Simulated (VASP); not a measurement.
Output of a VASP run:

File OSZICAR:
```
       N       E                     dE             d eps       ncg     rms          rms(c)
DAV:   1     0.703307504187E+03    0.70331E+03   -0.42693E+04  2040   0.108E+03
DAV:   2    -0.340950319801E+02   -0.73740E+03   -0.71516E+03  1990   0.339E+02
DAV:   3    -0.844352261538E+02   -0.50340E+02   -0.49509E+02  2102   0.816E+01
DAV:   4    -0.858191214550E+02   -0.13839E+01   -0.13750E+01  2160   0.136E+01
DAV:   5    -0.858514163518E+02   -0.32295E-01   -0.32270E-01  2148   0.202E+00    0.401E+01
DAV:   6    -0.844563655491E+02    0.13951E+01   -0.14763E+01  2020   0.196E+01    0.165E+01
DAV:   7    -0.839785117759E+02    0.47785E+00   -0.70297E+00  2000   0.142E+01    0.138E+01
DAV:   8    -0.835977570730E+02    0.38075E+00   -0.14262E+00  1880   0.666E+00    0.942E-01
DAV:   9    -0.835952726943E+02    0.24844E-02   -0.12268E-01  2192   0.154E+00    0.524E-01
DAV:  10    -0.835940655591E+02    0.12071E-02   -0.14536E-02  2118   0.763E-01    0.321E-01
DAV:  11    -0.835936661655E+02    0.39939E-03   -0.35798E-03  2016   0.338E-01    0.137E-01
DAV:  12    -0.835936096082E+02    0.56557E-04   -0.54275E-04  2080   0.114E-01    0.386E-02
DAV:  13    -0.835936137253E+02   -0.41170E-05   -0.95916E-05  2104   0.553E-02    0.283E-02
DAV:  14    -0.835936134826E+02    0.24270E-06   -0.15101E-05  1976   0.238E-02    0.155E-02
DAV:  15    -0.835936141188E+02   -0.63621E-06   -0.43075E-06  1872   0.101E-02
   1 F= -.83593614E+02 E0= -.83593614E+02  d E =-.673905E-16
```

File OUTCAR:
```
------------------------ aborting loop because EDIFF is reached ----------------------------------------
  FORCE on cell =-STRESS in cart. coord.  units (eV):
  Direction    XX          YY          ZZ          XY          YZ          ZX
  --------------------------------------------------------------------------------------
  Total       -4.4036011     -6.1914243     -4.8871446      0.7831873     -0.5017297     -0.3285886
  in kB      -39.5232106    -55.5692844    -43.8631104      7.0292640     -4.5031259     -2.9491493
  external PRESSURE =     -46.3185351 kB  Pullay stress =       0.0000000 kB
  volume of cell :      178.51
      direct lattice vectors                 reciprocal lattice vectors
     5.630610000  0.000000000  0.000000000     0.177600651  0.000000000  0.000000000
     0.000000000  5.630610000  0.000000000     0.000000000  0.177600651  0.000000000
     0.000000000  0.000000000  5.630610000     0.000000000  0.000000000  0.177600651
 POSITION                                       TOTAL-FORCE (eV/Angst)
 -----------------------------------------------------------------------------------
      0.00346      2.79085      2.87448        -0.351921      0.442557     -1.132239
      2.79558      2.81314      0.05058         0.427950     -0.117279     -1.017677
      2.88726      0.02106      2.84695        -1.511462     -0.462020     -0.969502
      0.01700      0.01738      5.59060        -0.590387     -0.572370      0.097983
      2.15879      0.59419      4.96646         0.501195      0.798170      0.288466
      3.52064      4.98508      0.59794        -0.948770      0.104317      0.725257
      0.58670      5.02280      2.13677         0.904924     -0.446318      0.683409
      4.92862      0.61616      3.44029         1.369743      0.687885      0.248291
      4.99556      2.19507      0.62162        -0.275065     -0.248564      0.691079
      0.56940      3.45952      5.02701         1.086825     -0.075732     -0.453233
      3.46701      3.45174      3.48413        -0.040040      0.008969     -0.115057
      2.22303      2.18605      2.14683        -0.572992     -0.119615      0.953223
 -----------------------------------------------------------------------------------
    total drift:                                0.000116     -0.000640     -0.000054
  FREE ENERGIE OF THE ION-ELECTRON SYSTEM (eV)
  ---------------------------------------------------
  free  energy   TOTEN  =       -83.5936141188 eV

  energy  without entropy=      -83.5936141188  energy(sigma->0) =      -83.59361412
```
(Selected blocks of OUTCAR.)

**POSCAR**
```
RuS2
1
    5.6306100000     0.0000000000     0.0000000000
    0.0000000000     5.6306100000     0.0000000000
    0.0000000000     0.0000000000     5.6306100000
Ru S
4 8
Direct
  0.0006150000   0.4956570000   0.5105090000
  0.4964970000   0.4996150000   0.0089830000
  0.5127790000   0.0037400000   0.5056200000
  0.0030200000   0.0030870000  -0.0071060000
  0.3834020000   0.1055280000   0.8820470000
  0.6252680000   0.8853540000   0.1061940000
  0.1041980000   0.8920530000   0.3794920000
  0.8753270000   0.1094310000   0.6109980000
  0.8872140000   0.3898460000   0.1104000000
  0.1011250000   0.6144130000   0.8928000000
  0.6157430000   0.6130310000   0.6187830000
  0.3948110000   0.3882440000   0.3812790000
```

Problem. Write an INCAR and KPOINTS that could have produced this output.

Solution. Several could match; the one computed here: the input of the run itself, PBEsol GGA, plane waves, VASP's PBE PAW potentials (set 64).

INCAR:
```
SYSTEM = RuS2
PREC = Accurate; ENCUT = 300; LREAL = .FALSE.
LASPH = .TRUE.
EDIFF = 1E-6; NELM = 100; ALGO = Normal
LMAXMIX = 4
ISMEAR = 0; SIGMA = 0.05
GGA = PS
ISIF = 2
LWAVE = .FALSE.; LCHARG = .FALSE.
```

**KPOINTS**
```
Automatic mesh
0
Gamma
3 3 3
0 0 0
```

POTCAR, in this order: Ru_pv S (PBE.64 set). Program: vasp_std.

At this cut-off the stress carries a Pulay error, which pulls relaxed volumes low.

The structure comes from a computed database's RuS2 entry; how it stands against other phases isn't given here. The cell was not relaxed at this level, atoms are displaced from their ideal sites. The run is one of a series of settings (GGA = PS against the base run), some of them coarse on purpose.
